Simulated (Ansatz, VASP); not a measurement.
# V2CF2: VASP beside Ansatz, part 2 of 2

Wanted: the spread between two codes on one cell, functional and k mesh. The structure shown is the start of the Ansatz relaxation below; VASP solves that cell, so the two are compared at the walk's first step.

VASP 6.6.1 and Ansatz 0.2.0.

So far: Set-up; Ansatz: relaxation, PBE; VASP: single point, PBE, start cell, pair 1; Differences.

**6. VASP: single point, PBE, start cell, pair 2**

Level of this step: PBE, no spin polarisation; plane waves and PAW (C, V_sv, F) (VASP).

The same cell, functional, mesh and smearing now go to VASP, with its own data sets.

INCAR

```
SYSTEM = V2CF2
PREC = Accurate
ENCUT = 520
EDIFF = 1E-06
NELM = 120
ISMEAR = 0
SIGMA = 0.1
LREAL = .FALSE.
ALGO = Normal
GGA = PE
NBANDS = 28
LASPH = .TRUE.
LORBIT = 11
LWAVE = .FALSE.
LCHARG = .FALSE.
ISIF = 2
LDIPOL = .TRUE.
IDIPOL = 3
DIPOL = 0.5 0.5 0.301
LVHAR = .TRUE.
GGA_COMPAT = .FALSE.
NELMDL = -8
KPAR = 2
```

POSCAR

```
V2CF2
1.0
    2.8999980000      0.0000000000      0.0000000000
   -1.4499990000      2.5114720000      0.0000000000
    0.0000000000      0.0000000000     33.2000000000
C V F
1 2 2
Direct
    0.0000000000      0.0000000000      0.3012048193
    0.3333333997      0.6666667994      0.3373493976
    0.6666666003      0.3333332006      0.2650602410
    0.6666666003      0.3333332006      0.3719879518
    0.3333333997      0.6666667994      0.2304216867
```

KPOINTS

```
Automatic mesh
0
Gamma
9 9 1
0 0 0
```

PAW data sets: C, V_sv and F (PBE family, release 64).

Launch:

```
$ mpirun -np 2 vasp_std
```

Numbers of over 12 decimals in the logs are rounded to 6 here.

What it wrote:

```text
[... set-up lines as in an earlier step ...]
 entering main loop
       N       E                     dE             d eps       ncg     rms          rms(c)
DAV:   1     0.482952677020E+03    0.48295E+03   -0.25091E+04   904   0.132E+03
DAV:   2     0.268316573804E+01   -0.48027E+03   -0.46963E+03   820   0.399E+02
DAV:   3    -0.473451662253E+02   -0.50028E+02   -0.49235E+02   772   0.126E+02
DAV:   4    -0.487313288223E+02   -0.13862E+01   -0.13637E+01   804   0.214E+01
[...]
DAV:  25    -0.383312806028E+02   -0.27043E-05   -0.96287E-08   420   0.129E-03    0.109E-04
DAV:  26    -0.383312818279E+02   -0.12251E-05   -0.72491E-08   392   0.864E-04    0.314E-04
DAV:  27    -0.383312821109E+02   -0.28299E-06   -0.27246E-08   364   0.773E-04
   1 F= -.38331282E+02 E0= -.38314413E+02  d E =-.337382E-01
```

Parts of OUTCAR (step 6):

```text
  Total        2.3390906      2.3390907      0.5918554      0.0000000      0.0000000      0.0000000
  in kB       15.4986367     15.4986375      3.9215891      0.0000000      0.0000000      0.0000000
  external PRESSURE =      11.6396211 kB  Pullay stress =       0.0000000 kB

 POSITION                                       TOTAL-FORCE (eV/Angst)
 -----------------------------------------------------------------------------------
      0.00000      0.00000     10.00000        -0.000000      0.000000      0.000000
      0.00000      1.67432     11.20000        -0.000000     -0.000000     -3.663947
      1.45000      0.83716      8.80000         0.000000      0.000000      3.663947
      1.45000      0.83716     12.35000         0.000000      0.000000      2.018818
      0.00000      1.67432      7.65000        -0.000000      0.000000     -2.018818
 -----------------------------------------------------------------------------------
    total drift:                               -0.000000      0.000000     -0.000484

  FREE ENERGIE OF THE ION-ELECTRON SYSTEM (eV)
  ---------------------------------------------------
  free  energy   TOTEN  =       -38.3312821109 eV

  energy  without entropy=      -38.2975438708  energy(sigma->0) =      -38.31441299

[... 3 further parts left out ...]
[key lines of the parts left out:]
E-fermi :  -1.3640
```

The run ends at a pressure of 1.16 GPa, with forces up to 3.7 eV/Å.

**7. Differences**

What differs besides the data sets and the points named for the pairs above, as far as they apply: Ansatz takes its cutoff from its data sets, VASP runs at 520 eV. Total energies have different zeros and are not compared.

Forces (eV/Å; atoms numbered as in POSCAR):

```
atom        Ansatz x, y, z          VASP x, y, z
  C1   0.000, 0.000, 0.000   0.000, 0.000, 0.000
  V2  0.000, 0.000, -3.646  0.000, 0.000, -3.664
  V3   0.000, 0.000, 3.646   0.000, 0.000, 3.664
  F4   0.000, 0.000, 1.967   0.000, 0.000, 2.019
  F5  0.000, 0.000, -1.967  0.000, 0.000, -2.019
```

The forces differ by 20 meV/Å r.m.s., which is 1.3 % of the r.m.s. force of 1.528 eV/Å (both taken over all components). With vacuum in the cell, a pressure given here is an average over mostly empty space and none of the material.

**8. Ansatz: relaxation, PBE**

The two programs are compared at the cell with which this relaxation starts, whose forces are those of its first step.

The structure compared here is the start of the Ansatz relaxation; VASP solves that cell, so the two are compared at the walk's first step.

input.yaml

```yaml
crystal:
  lattice:
    - [2.9862686964, 0.0, 0.0]
    - [-1.4931343482, 2.5861845536, 0.0]
    - [0.0, 0.0, 33.2]
  atoms:
    - { symbol: C, position: [0.0, 0.0, 0.3012048193] }
    - { symbol: V, position: [0.3333333333, 0.6666666667, 0.3318985788] }
    - { symbol: V, position: [0.6666666667, 0.3333333333, 0.2705110598] }
    - { symbol: F, position: [0.6666666667, 0.3333333333, 0.3704887012] }
    - { symbol: F, position: [0.3333333333, 0.6666666667, 0.2319209373] }
  periodic: [true, true, false]
kpoints:
  mp_grid: { grid: [18, 18, 1] }
hamiltonian:
  xc: pbe
scf:
  occupations: { method: methfessel_paxton, width: 0.15 }
output:
  forces: true
  stress: true
  eigenvalues: true
  write_density: true
  write_potential: true
  elf: true
  volumetric_format: npy
relax:
  adjacent_minimum: "off"
  f_tol: 0.001
  max_steps: 60
  cell: { stress_2d_tol: 0.002 }
```

Launch:

```
$ ansatz run input.yaml --threads 8 --pin off --max-ram 14336MiB --backend cpu --events-out ev --progress --plain --runs-dir out
```

What it wrote:

```text
[...]
Crystal: 5 atoms, lattice volume = 256.405 Å³
Basis set: ecut = 420 eV, 4863 PW (Γ), exchange–correlation on 40×40×450 points (8 copies of the dense FFT grid, shifted against one another)
Bands: 27, of which v1, the nominal top of the filled ones, is band 22 counted from 1 (21 counted from 0)
Symmetry: 12 space group operations
[...]
k-points: 37 of 324
[...]
cell:  # Å, volume = 256.2738 Å³
    - [2.985505, 0, 0]
    - [-1.492752, 2.585523, 0]
    - [0, 0, 33.2]
  atoms:
    - { symbol: C, position: [0, 0, 0.30120481928] }
    - { symbol: V, position: [0.333333, 0.666667, 0.331919] }
    - { symbol: V, position: [0.666667, 0.333333, 0.270491] }
    - { symbol: F, position: [0.666667, 0.333333, 0.370507] }
    - { symbol: F, position: [0.333333, 0.666667, 0.231903] }
[key lines of the parts left out:]
SCF converged after 8 iterations
Free energy (F): -7695.295599 eV
Fermi energy:    -5.331583 eV
P = ½ c Tr σ = -0.0001 N/m
```

**9. VASP: single point, PBE, start cell, pair 3**

The same cell, functional, mesh and smearing now go to VASP, with its own data sets.

Changes to INCAR since step 6:

```diff
@@ -5,4 +5,4 @@
 NELM = 120
-ISMEAR = 0
-SIGMA = 0.1
+ISMEAR = 1
+SIGMA = 0.15
 LREAL = .FALSE.
```

POSCAR

```
V2CF2
1.0
    2.9862690000      0.0000000000      0.0000000000
   -1.4931340000      2.5861850000      0.0000000000
    0.0000000000      0.0000000000     33.2000000000
C V F
1 2 2
Direct
    0.0000000000      0.0000000000      0.3012048193
    0.3333331573      0.6666665378      0.3318985843
    0.6666665079      0.3333334622      0.2705110542
    0.6666665079      0.3333334622      0.3704887048
    0.3333331573      0.6666665378      0.2319209337
```

KPOINTS

```
Automatic mesh
0
Gamma
18 18 1
0 0 0
```

Launch:

```
$ mpirun -np 2 vasp_std
```

What it wrote:

```text
[... set-up lines as in an earlier step ...]
 entering main loop
       N       E                     dE             d eps       ncg     rms          rms(c)
DAV:   1     0.468824306995E+03    0.46882E+03   -0.24811E+04  2784   0.130E+03
DAV:   2    -0.258368111400E+00   -0.46908E+03   -0.45840E+03  2560   0.393E+02
DAV:   3    -0.486012040493E+02   -0.48343E+02   -0.47863E+02  2320   0.125E+02
DAV:   4    -0.499271277899E+02   -0.13259E+01   -0.13196E+01  2460   0.212E+01
[...]
DAV:  25    -0.391834910692E+02   -0.11796E-05   -0.30565E-08  1136   0.947E-04    0.146E-04
DAV:  26    -0.391834922859E+02   -0.12167E-05   -0.32837E-08  1192   0.656E-04    0.104E-04
DAV:  27    -0.391834925034E+02   -0.21753E-06   -0.78980E-09  1036   0.365E-04
   1 F= -.39183493E+02 E0= -.39183245E+02  d E =-.743761E-03
```

Parts of OUTCAR (step 9):

```text
  Total        0.1375656      0.1375656      0.1110108      0.0000000      0.0000000      0.0000000
  in kB        0.8595950      0.8595951      0.6936639      0.0000002      0.0000000      0.0000000
  external PRESSURE =       0.8042847 kB  Pullay stress =       0.0000000 kB

 POSITION                                       TOTAL-FORCE (eV/Angst)
 -----------------------------------------------------------------------------------
      0.00000      0.00000     10.00000        -0.000000      0.000000      0.000000
      0.00000      1.72412     11.01903        -0.000000      0.000000      0.067159
      1.49313      0.86206      8.98097         0.000000     -0.000000     -0.067159
      1.49313      0.86206     12.30022         0.000000      0.000000      0.017526
      0.00000      1.72412      7.69977         0.000000      0.000000     -0.017526
 -----------------------------------------------------------------------------------
    total drift:                                0.003438      0.000000      0.000286

  FREE ENERGIE OF THE ION-ELECTRON SYSTEM (eV)
  ---------------------------------------------------
  free  energy   TOTEN  =       -39.1834925034 eV

  energy  without entropy=      -39.1827487425  energy(sigma->0) =      -39.18324458

[... 3 further parts left out ...]
[key lines of the parts left out:]
E-fermi :  -2.8067
```

The run ends at a pressure of 0.08 GPa, with forces up to 0.067 eV/Å.

**10. Side by side**

Forces (eV/Å; atoms numbered as in POSCAR):

```
atom        Ansatz x, y, z          VASP x, y, z
  C1   0.000, 0.000, 0.000   0.000, 0.000, 0.000
  V2   0.000, 0.000, 0.015   0.000, 0.000, 0.067
  V3  0.000, 0.000, -0.015  0.000, 0.000, -0.067
  F4  0.000, 0.000, -0.004   0.000, 0.000, 0.018
  F5   0.000, 0.000, 0.004  0.000, 0.000, -0.018
```

The forces differ by 21 meV/Å r.m.s., where the r.m.s. force is 0.006 eV/Å in Ansatz and 0.025 eV/Å in VASP: the atoms lie near their places of rest in Ansatz, so a percentage would say little (all taken over all components). With vacuum in the cell, a pressure given here is an average over mostly empty space and none of the material.

**11. Summary of results**

```yaml
r_m_s_force_difference_single_point_pbe_start_cell_pair_1: 21 meV/Å
r_m_s_force_difference_single_point_pbe_start_cell_pair_2: 1.3 % of the r.m.s. force
r_m_s_force_difference_single_point_pbe_start_cell_pair_3: 21 meV/Å
```

In words: The r.m.s. force difference is 21 meV/Å (single point, PBE, start cell, pair 1), beyond the 12 meV/Å picked in this series as the mark of a large difference. What causes the difference of the single point, PBE, start cell, pair 1 pair stays open here. What causes the difference of the single point, PBE, start cell, pair 3 pair stays open here. 3 further runs of this series are not shown here. Such differences can come from data sets, numerical settings and the points named under the comparisons, not from the functional's error against experiment.

[Lines on the potential files, build, host, timing and source positions are cut from VASP's logs without a mark.]

[Logs are printed without paths, hosts, clocks, repeated set-up lines and the standing remarks that a program may print on its own settings, such as how far it seeks lower states.]

[Hosts, paths, dates, database ids (printed as entryN), source tags and the programs' standing remarks are cut or masked in the printed files.]
